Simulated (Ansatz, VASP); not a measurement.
# GaP in two plane-wave programs, part 2 of 3

Wanted: the spread between two codes on one cell, functional and k mesh. The cell is taken from a series of runs on this material, whose earlier steps may have relaxed, scaled, displaced or heated it; both programs get it as it stands.

VASP 6.6.1 and Ansatz 0.2.0.

So far: The structure; Ansatz: zone-centre phonons, LDA, pair 1.

### 3. VASP: zone-centre phonons, LDA, pair 1

Level of this step: LDA; plane waves and PAW (P, Ga_d) (VASP).

The same cell, functional (in two slightly different forms) and mesh now go to VASP, with its own data sets.

Lines of VASP's logs that name or quote its potential files are left out, and so is its time.

Contents of INCAR:

```
SYSTEM = GaP
PREC = Accurate
ENCUT = 500
EDIFF = 1E-08
NELM = 120
ISMEAR = 0
SIGMA = 0.01
LREAL = .FALSE.
ALGO = Normal
GGA = CA
NBANDS = 15
LORBIT = 11
LWAVE = .FALSE.
LCHARG = .FALSE.
ISIF = 2
IBRION = 8
LEPSILON = .TRUE.
LASPH = .TRUE.
GGA_COMPAT = .FALSE.
EFERMI = MIDGAP
KPAR = 2
```

Contents of POSCAR:

```
GaP
1.0
    0.0000000000      2.6026752508      2.6026752508
    2.6026752508      0.0000000000      2.6026752508
    2.6026752508      2.6026752508      0.0000000000
P Ga
1 1
Direct
    0.7500000000      0.7500000000      0.7500000000
    0.0000000000      0.0000000000      0.0000000000
```

Contents of KPOINTS:

```
Automatic mesh
0
Gamma
12 12 12
0 0 0
```

PAW data sets: P and Ga_d (LDA family, release 64).

The run is started by

```sh
> mpirun -np 2 vasp_std
```

Numbers of over 12 decimals in the logs are rounded to 6 here.

The log of the run:

```text
[banner, memory and clock lines left out]
running    2 mpi-ranks, on    1 nodes
 distrk:  each k-point on    1 cores,    2 groups
 distr:  one band on    1 cores,    1 groups

 POSCAR found type information on POSCAR P Ga
 POSCAR found :  2 types and       2 ions
 LDA part: xc-table for (Slater(with rela. corr.)+CA(PZ))
 , standard interpolation
 POSCAR, INCAR and KPOINTS ok, starting setup
 FFT: planning ... GRIDC
 FFT: planning ... GRID_SOFT
 FFT: planning ... GRID
 WAVECAR not read
 entering main loop
       N       E                     dE             d eps       ncg     rms          rms(c)
DAV:   1     0.803981286568E+02    0.80398E+02   -0.91011E+03  2232   0.177E+03
DAV:   2    -0.441906707642E+01   -0.84817E+02   -0.80643E+02  2384   0.323E+02
DAV:   3    -0.106075884528E+02   -0.61885E+01   -0.61628E+01  2748   0.695E+01
DAV:   4    -0.107047927045E+02   -0.97204E-01   -0.97172E-01  2579   0.937E+00
DAV:   5    -0.107067445188E+02   -0.19518E-02   -0.19516E-02  2843   0.119E+00    0.511E+00
DAV:   6    -0.103854121260E+02    0.32133E+00   -0.41147E-01  3308   0.130E+01    0.335E+00
DAV:   7    -0.103210788730E+02    0.64333E-01   -0.12309E-01  2895   0.276E+00    0.120E+00
DAV:   8    -0.103167632430E+02    0.43156E-02   -0.14454E-02  2694   0.145E+00    0.307E-01
DAV:   9    -0.103166885200E+02    0.74723E-04   -0.12061E-03  3203   0.428E-01    0.639E-02
DAV:  10    -0.103166713065E+02    0.17213E-04   -0.64625E-05  3144   0.120E-01    0.223E-02
DAV:  11    -0.103166766561E+02   -0.53496E-05   -0.11689E-05  2877   0.481E-02    0.965E-03
DAV:  12    -0.103166763726E+02    0.28352E-06   -0.64375E-07  2943   0.998E-03    0.570E-03
DAV:  13    -0.103166763526E+02    0.20035E-07   -0.18082E-07  2839   0.453E-03    0.812E-04
DAV:  14    -0.103166763514E+02    0.12215E-08   -0.10452E-08  1883   0.123E-03
   1 F= -.10316676E+02 E0= -.10316676E+02  d E =0.000000E+00
 Linear response reoptimize wavefunctions to high precision
DAV:   1    -0.103166763517E+02   -0.29559E-09   -0.21421E-09  2267   0.556E-04
DAV:   2    -0.103166763517E+02   -0.11823E-10   -0.20596E-10  1367   0.125E-04
 Linear response G [H, r] |phi>, progress :
  Direction:   1
       N       E                     dE             d eps       ncg     rms
RMM:   1    -0.420914965459E+02   -0.42091E+02    0.13963E+02  2489   0.256E+02
RMM:   2    -0.499428956524E+02   -0.78514E+01   -0.19013E+01  4477   0.378E+01
RMM:   3    -0.510533336463E+02   -0.11104E+01   -0.20233E+00  4476   0.933E+00
RMM:   4    -0.510850861003E+02   -0.31752E-01   -0.13904E-01  4693   0.242E+00
RMM:   5    -0.510841879445E+02    0.89816E-03   -0.48208E-03  4699   0.607E-01
RMM:   6    -0.510845792051E+02   -0.39126E-03   -0.59648E-04  4742   0.208E-01
RMM:   7    -0.510846071938E+02   -0.27989E-04    0.50688E-05  4775   0.766E-02
RMM:   8    -0.510846327484E+02   -0.25555E-04   -0.24085E-05  4817   0.328E-02
RMM:   9    -0.510846322331E+02    0.51529E-06    0.21393E-05  4788   0.138E-02
RMM:  10    -0.510846356376E+02   -0.34045E-05   -0.47863E-06  4716   0.719E-03
RMM:  11    -0.510846359754E+02   -0.33781E-06   -0.73193E-06  4261   0.401E-03
RMM:  12    -0.510846367463E+02   -0.77085E-06   -0.14685E-05  3684   0.275E-03
RMM:  13    -0.510846366477E+02    0.98535E-07   -0.13565E-05  3152   0.219E-03
RMM:  14    -0.510846364754E+02    0.17232E-06   -0.82660E-06  2736   0.195E-03
RMM:  15    -0.510846355326E+02    0.94283E-06    0.25006E-06  2562   0.186E-03
RMM:  16    -0.510846355848E+02   -0.52189E-07    0.23639E-05  2450   0.177E-03
RMM:  17    -0.510846355909E+02   -0.61281E-08    0.12367E-05  2375   0.176E-03
RMM:  18    -0.510846353693E+02    0.22165E-06    0.14722E-05  2292   0.175E-03
 Linear response G [H, r] |phi>, progress :
  Direction:   2
       N       E                     dE             d eps       ncg     rms
RMM:   1    -0.411035358187E+02   -0.41104E+02    0.11671E+02  2518   0.255E+02
RMM:   2    -0.512500973824E+02   -0.10147E+02   -0.12868E+01  4467   0.371E+01
RMM:   3    -0.529030969524E+02   -0.16530E+01   -0.19720E+00  4423   0.930E+00
RMM:   4    -0.529344093094E+02   -0.31312E-01   -0.12942E-01  4658   0.237E+00
RMM:   5    -0.529340149375E+02    0.39437E-03   -0.45438E-03  4654   0.589E-01
RMM:   6    -0.529344052537E+02   -0.39032E-03   -0.43437E-04  4744   0.201E-01
RMM:   7    -0.529344517645E+02   -0.46511E-04    0.40805E-05  4750   0.756E-02
RMM:   8    -0.529344757472E+02   -0.23983E-04   -0.22561E-05  4821   0.332E-02
RMM:   9    -0.529344772800E+02   -0.15328E-05    0.36391E-06  4795   0.146E-02
RMM:  10    -0.529344811530E+02   -0.38730E-05   -0.25793E-05  4696   0.727E-03
RMM:  11    -0.529344815204E+02   -0.36739E-06   -0.27017E-05  4238   0.350E-03
RMM:  12    -0.529344810656E+02    0.45483E-06   -0.22044E-05  3660   0.227E-03
RMM:  13    -0.529344807443E+02    0.32131E-06   -0.18649E-05  3071   0.171E-03
RMM:  14    -0.529344817965E+02   -0.10522E-05   -0.30721E-05  2682   0.153E-03
[...]
dielectric tensor                  component  1 :    13.174     7.036     1.272
 Linear response to external field (no local field effect), progress :
  Direction:   2
       N       E                     dE             d eps       ncg     rms          rms(c)
RMM:   1    -0.878755973394E-01   -0.87876E-01    0.66652E+00  2368   0.100E+01
[...]
RMM:  11    -0.934897778846E+00    0.11233E-05    0.11848E-07 16669   0.484E-04    0.467E-05
RMM:  12    -0.934897065707E+00    0.71314E-06   -0.79839E-08 13602   0.201E-04    0.150E-05
RMM:  13    -0.934896896726E+00    0.16898E-06   -0.52140E-09  7312   0.949E-05    0.339E-06
 change of polarisation eV/A/(eV/A) component  1 :     1.779     0.506     0.301
 dielectric tensor                  component  1 :    10.127     2.595     1.544
 Linear response to external field, progress :
  Direction:   2
       N       E                     dE             d eps       ncg     rms          rms(c)
RMM:   1    -0.775439626817E-01   -0.77544E-01    0.51652E+00  9149   0.899E+00
RMM:   2    -0.955602430795E+00   -0.87806E+00   -0.58718E-02 16770   0.171E+00    0.134E+00
RMM:   3    -0.912807636387E+00    0.42795E-01   -0.27347E-02 17102   0.962E-01    0.763E-01
RMM:   4    -0.926277664086E+00   -0.13470E-01   -0.21742E-02 17171   0.851E-01    0.158E-01
RMM:   5    -0.932199164751E+00   -0.59215E-02   -0.12495E-03 17658   0.245E-01    0.317E-02
RMM:   6    -0.934850161529E+00   -0.26510E-02   -0.13760E-04 17640   0.763E-02    0.239E-02
RMM:   7    -0.934799515545E+00    0.50646E-04   -0.19465E-05 17549   0.256E-02    0.190E-03
RMM:   8    -0.934921239184E+00   -0.12172E-03   -0.44283E-06 18090   0.820E-03    0.917E-04
RMM:   9    -0.934903090774E+00    0.18148E-04   -0.41821E-07 17928   0.292E-03    0.275E-04
RMM:  10    -0.934899958274E+00    0.31325E-05   -0.43912E-07 17927   0.113E-03    0.824E-05
RMM:  11    -0.934898788639E+00    0.11696E-05    0.63482E-08 16686   0.485E-04    0.470E-05
RMM:  12    -0.934898069852E+00    0.71879E-06   -0.61829E-08 13564   0.201E-04    0.151E-05
RMM:  13    -0.934897896496E+00    0.17336E-06    0.21648E-08  7349   0.953E-05    0.337E-06
 change of polarisation eV/A/(eV/A) component  2 :     0.424     1.779     0.316
 dielectric tensor                  component  2 :     2.174    10.127     1.621
 Linear response to external field, progress :
  Direction:   3
       N       E                     dE             d eps       ncg     rms          rms(c)
RMM:   1    -0.778841701933E-01   -0.77884E-01    0.51618E+00  9150   0.899E+00
RMM:   2    -0.955612066985E+00   -0.87773E+00   -0.58629E-02 16763   0.171E+00    0.134E+00
RMM:   3    -0.912809405412E+00    0.42803E-01   -0.27370E-02 17101   0.962E-01    0.763E-01
RMM:   4    -0.926276856526E+00   -0.13467E-01   -0.21714E-02 17164   0.851E-01    0.158E-01
RMM:   5    -0.932192886371E+00   -0.59160E-02   -0.12528E-03 17657   0.245E-01    0.318E-02
RMM:   6    -0.934850302162E+00   -0.26574E-02   -0.13623E-04 17635   0.762E-02    0.239E-02
RMM:   7    -0.934799219586E+00    0.51083E-04   -0.18689E-05 17540   0.256E-02    0.191E-03
RMM:   8    -0.934921110573E+00   -0.12189E-03   -0.45579E-06 18094   0.819E-03    0.912E-04
RMM:   9    -0.934903051445E+00    0.18059E-04   -0.52613E-07 17919   0.292E-03    0.273E-04
RMM:  10    -0.934899893121E+00    0.31583E-05   -0.46943E-07 17937   0.113E-03    0.824E-05
RMM:  11    -0.934898779831E+00    0.11133E-05    0.37514E-08 16673   0.485E-04    0.469E-05
RMM:  12    -0.934898055797E+00    0.72403E-06   -0.91132E-08 13581   0.201E-04    0.149E-05
RMM:  13    -0.934897887848E+00    0.16795E-06    0.21933E-09  7323   0.949E-05    0.309E-06
 change of polarisation eV/A/(eV/A) component  3 :     0.356     0.450     1.779
 dielectric tensor                  component  3 :     1.828     2.310    10.127
 Linear response DOF=           2
 Linear response progress:
  Degree of freedom:   1/  2
       N       E                     dE             d eps       ncg     rms          rms(c)
RMM:   1    -0.501570613476E-01   -0.50157E-01    0.12655E-02 19625   0.202E+00
RMM:   2    -0.474290850628E-01    0.27280E-02   -0.60838E-03 15210   0.610E-01    0.134E-01
RMM:   3    -0.475930585347E-01   -0.16397E-03   -0.62303E-04 16785   0.199E-01    0.650E-02
RMM:   4    -0.479223316305E-01   -0.32927E-03   -0.11864E-04 16518   0.739E-02    0.129E-02
RMM:   5    -0.479342610613E-01   -0.11929E-04   -0.17349E-05 17520   0.243E-02    0.721E-03
RMM:   6    -0.479190495235E-01    0.15212E-04   -0.19732E-06 16682   0.814E-03    0.456E-03
RMM:   7    -0.479184624618E-01    0.58706E-06    0.18548E-07 17303   0.315E-03    0.181E-04
RMM:   8    -0.479170061421E-01    0.14563E-05   -0.29131E-08 16928   0.108E-03    0.120E-04
RMM:   9    -0.479168099428E-01    0.19620E-06    0.24980E-08 17613   0.377E-04    0.157E-05
RMM:  10    -0.479168159326E-01   -0.59898E-08    0.11024E-08 17270   0.129E-04    0.383E-06
 first order change of Fermi-energy  -0.11098E+01
 force on displaced ion       1 direction 1 : -13.521   0.000   0.000
 Born effective charge ion    1 direction 1 :  -1.900   0.000   0.000
 Linear response progress:
  Degree of freedom:   2/  2
       N       E                     dE             d eps       ncg     rms          rms(c)
RMM:   1    -0.167605163766E+00   -0.16761E+00    0.15578E-01 10618   0.906E+00
RMM:   2    -0.165246697562E+00    0.23585E-02   -0.28609E-02 16187   0.147E+00    0.672E-02
RMM:   3    -0.165603847459E+00   -0.35715E-03   -0.39399E-03 17052   0.423E-01    0.510E-02
RMM:   4    -0.165522387024E+00    0.81460E-04   -0.37241E-04 17661   0.119E-01    0.993E-03
RMM:   5    -0.165521990531E+00    0.39649E-06   -0.87329E-05 17935   0.344E-02    0.361E-03
RMM:   6    -0.165519616037E+00    0.23745E-05   -0.40281E-05 17806   0.123E-02    0.530E-04
RMM:   7    -0.165516891164E+00    0.27249E-05   -0.16056E-05 17889   0.477E-03    0.196E-04
RMM:   8    -0.165515439313E+00    0.14519E-05   -0.87444E-06 17981   0.199E-03    0.789E-05
RMM:   9    -0.165514664736E+00    0.77458E-06   -0.34178E-06 18047   0.852E-04    0.347E-05
RMM:  10    -0.165514208486E+00    0.45625E-06   -0.16622E-06 17911   0.378E-04    0.874E-06
RMM:  11    -0.165514078394E+00    0.13009E-06   -0.67430E-07 18415   0.172E-04    0.581E-06
RMM:  12    -0.165514051515E+00    0.26879E-07   -0.57648E-07 18024   0.823E-05    0.805E-07
RMM:  13    -0.165514005328E+00    0.46187E-07   -0.14852E-07 17903   0.435E-05    0.718E-07
RMM:  14    -0.165513989618E+00    0.15710E-07   -0.78737E-08 17250   0.266E-05    0.246E-07
RMM:  15    -0.165513986178E+00    0.34401E-08   -0.35803E-09 12770   0.188E-05    0.160E-07
 first order change of Fermi-energy   0.11101E+01
 force on displaced ion       2 direction 1 : -13.555   0.000   0.000
 Born effective charge ion    2 direction 1 :   1.890   0.000   0.000
 Born effective charges drift removed
 Linear response finished
```

OUTCAR, selected parts (step 3):

```text
ion  position               nearest neighbor table
   1  0.750  0.750  0.750-   2 2.25   2 2.25   2 2.25   2 2.25
   2  0.000  0.000  0.000-   1 2.25   1 2.25   1 2.25   1 2.25

  LATTYP: Found a face centered cubic cell.
 ALAT       =     5.2053505016

 Subroutine GETGRP returns: Found 24 space group operations
 (whereof 24 operations were pure point group operations)

The static configuration has the point symmetry T_d .

 Found     72 irreducible k-points:

   k-points           NKPTS =     72   k-points in BZ     NKDIM =     72   number of bands    NBANDS=     15

   dimension x,y,z NGX =    28 NGY =   28 NGZ =   28
   dimension x,y,z NGXF=    56 NGYF=   56 NGZF=   56

   ENCUT  =  500.0 eV  36.75 Ry    6.06 a.u.   6.71  6.71  6.71*2*pi/ulx,y,z

   NELECT =      18.0000    total number of electrons

 k-points in reciprocal lattice and weights: Automatic mesh
   0.00000000  0.00000000  0.00000000       0.001
   0.08333333  0.00000000  0.00000000       0.005
   0.16666667  0.00000000  0.00000000       0.005
   0.25000000  0.00000000  0.00000000       0.005
   0.33333333  0.00000000  0.00000000       0.005
   0.41666667  0.00000000  0.00000000       0.005
   0.50000000  0.00000000  0.00000000       0.002
   0.08333333  0.08333333  0.00000000       0.003
   0.16666667  0.08333333  0.00000000       0.014
[...]
-0.33333333  0.50000000  0.16666667       0.007
  -0.25000000  0.50000000  0.25000000       0.003

 average (electrostatic) potential at core
       1 -83.2297       2 -65.2671

  Total        2.6631593      2.6631593      2.6631593     -0.0000000      0.0000000      0.0000000
  in kB      121.0090318    121.0090318    121.0090318     -0.0000000      0.0000000      0.0000000
  external PRESSURE =     121.0090318 kB  Pullay stress =       0.0000000 kB

  energy-cutoff  :      500.00
  volume of cell :       35.26
      direct lattice vectors                 reciprocal lattice vectors
     0.000000000  2.602675251  2.602675251    -0.192110022  0.192110022  0.192110022
     2.602675251  0.000000000  2.602675251     0.192110022 -0.192110022  0.192110022
     2.602675251  2.602675251  0.000000000     0.192110022  0.192110022 -0.192110022

 POSITION                                       TOTAL-FORCE (eV/Angst)
 -----------------------------------------------------------------------------------
      3.90401      3.90401      3.90401        -0.000000     -0.000000     -0.000000
      0.00000      0.00000      0.00000         0.000000      0.000000      0.000000
 -----------------------------------------------------------------------------------
    total drift:                               -0.000001     -0.000001     -0.000001

 MACROSCOPIC STATIC DIELECTRIC TENSOR (including local field effects in DFT)
 ------------------------------------------------------
          10.127358     0.000000     0.000000
          -0.000000    10.127358    -0.000000
           0.000000     0.000000    10.127358
 ------------------------------------------------------

 PIEZOELECTRIC TENSOR (including local field effects)  for field in x, y, z        (C/m^2)
          XX          YY          ZZ          XY          YZ          ZX
  --------------------------------------------------------------------------------
  x     0.00000     0.00000     0.00000     0.00000     0.72373     0.00000
  y     0.00000     0.00000    -0.00000     0.00000     0.00000     0.72373
  z    -0.00000    -0.00000    -0.00000     0.72373     0.00000     0.00000

 BORN EFFECTIVE CHARGES (including local field effects) (in |e|, cummulative output)
 ---------------------------------------------------------------------------------
 ion    1
    1    -1.89697    -0.00000     0.00000
    2    -0.00000    -1.89697     0.00000
    3     0.00000    -0.00000    -1.89697
 ion    2
    1     1.89697     0.00000    -0.00000
    2     0.00000     1.89697    -0.00000
    3    -0.00000     0.00000     1.89697

 Eigenvectors and eigenvalues of the dynamical matrix
 ----------------------------------------------------

   1 f  =   12.417679 THz    78.022577 2PiTHz  414.209179 cm-1    51.355370 meV
             X         Y         Z           dx          dy          dz
      3.904013  3.904013  3.904013     0.000000    0.831786    0.000000
      0.000000  0.000000  0.000000     0.000000   -0.555096    0.000000

   2 f  =   12.417679 THz    78.022577 2PiTHz  414.209179 cm-1    51.355370 meV
             X         Y         Z           dx          dy          dz
      3.904013  3.904013  3.904013     0.831786    0.000000    0.000000
      0.000000  0.000000  0.000000    -0.555096    0.000000    0.000000

   3 f  =   12.417679 THz    78.022577 2PiTHz  414.209179 cm-1    51.355370 meV
             X         Y         Z           dx          dy          dz
      3.904013  3.904013  3.904013     0.000000    0.000000    0.831786
      0.000000  0.000000  0.000000     0.000000    0.000000   -0.555096

   4 f/i=    0.007206 THz     0.045275 2PiTHz    0.240359 cm-1     0.029801 meV
             X         Y         Z           dx          dy          dz
      3.904013  3.904013  3.904013    -0.555096    0.000000    0.000000
      0.000000  0.000000  0.000000    -0.831786    0.000000    0.000000

   5 f/i=    0.007206 THz     0.045275 2PiTHz    0.240359 cm-1     0.029801 meV
             X         Y         Z           dx          dy          dz
      3.904013  3.904013  3.904013     0.000000   -0.555096    0.000000
      0.000000  0.000000  0.000000     0.000000   -0.831786    0.000000

   6 f/i=    0.007206 THz     0.045275 2PiTHz    0.240359 cm-1     0.029801 meV
             X         Y         Z           dx          dy          dz
      3.904013  3.904013  3.904013     0.000000    0.000000   -0.555096
      0.000000  0.000000  0.000000     0.000000    0.000000   -0.831786

 MACROSCOPIC STATIC DIELECTRIC TENSOR IONIC CONTRIBUTION
 ------------------------------------------------------
           1.364120     0.000000    -0.000000
           0.000000     1.364120    -0.000000
          -0.000000    -0.000000     1.364120
 ------------------------------------------------------

 ELASTIC MODULI CONTR FROM IONIC RELAXATION (kBar)
 Direction    XX          YY          ZZ          XY          YZ          ZX
 --------------------------------------------------------------------------------
 XX          -0.0000     -0.0000      0.0000     -0.0000      0.0000      0.0000
 YY          -0.0000     -0.0000     -0.0000     -0.0000     -0.0000      0.0000
 ZZ           0.0000     -0.0000     -0.0000      0.0000     -0.0000      0.0000
 XY          -0.0000     -0.0000      0.0000   -541.7184      0.0000      0.0000
 YZ           0.0000     -0.0000     -0.0000      0.0000   -541.7184      0.0000
 ZX           0.0000      0.0000      0.0000      0.0000      0.0000   -541.7184
 --------------------------------------------------------------------------------

 PIEZOELECTRIC TENSOR IONIC CONTR  for field in x, y, z        (C/m^2)
          XX          YY          ZZ          XY          YZ          ZX
  --------------------------------------------------------------------------------
  x     0.00000    -0.00000    -0.00000     0.00000    -0.80888    -0.00000
  y     0.00000     0.00000     0.00000     0.00000    -0.00000    -0.80888
  z    -0.00000    -0.00000     0.00000    -0.80888     0.00000     0.00000
```

### 4. Differences

Known differences besides the potentials themselves: the two LDA forms differ slightly; fixed occupations in Ansatz, narrow Gaussian smearing in VASP; VASP's response is taken on the typed mesh, Ansatz refines its own for the field response alone; the cutoff is 420 eV in Ansatz and 500 eV in VASP; VASP's log shows a relativistic correction to its local exchange, Ansatz's none. Total energies have different zeros and are not compared.

Compared:

```csv
quantity,Ansatz,VASP,difference
ε∞ xx,10.11,10.13,-0.14 %
ε∞ yy,10.11,10.13,-0.14 %
ε∞ zz,10.11,10.13,-0.14 %
Born charge of P1 (mean of the diagonal) (e),-1.87,-1.90,+0.02
Born charge of Ga2 (mean of the diagonal) (e),1.87,1.90,-0.02
optical mode 1 to 3 (cm⁻¹),414.5,414.2,+0.07 %
```

Modes are paired by rising frequency, not by their patterns, so a pair may set unlike modes beside each other; they are those without the splitting of longitudinal modes.

(Part 2 of 3 ends here.)

[Lines on the potential files, build, host, timing and source positions are cut from VASP's logs without a mark.]

[Logs are printed without paths, hosts, clocks, repeated set-up lines and the standing remarks that a program may print on its own settings, such as how far it seeks lower states.]

[Hosts, paths, dates, database ids (printed as entryN), source tags and the programs' standing remarks are cut or masked in the printed files.]
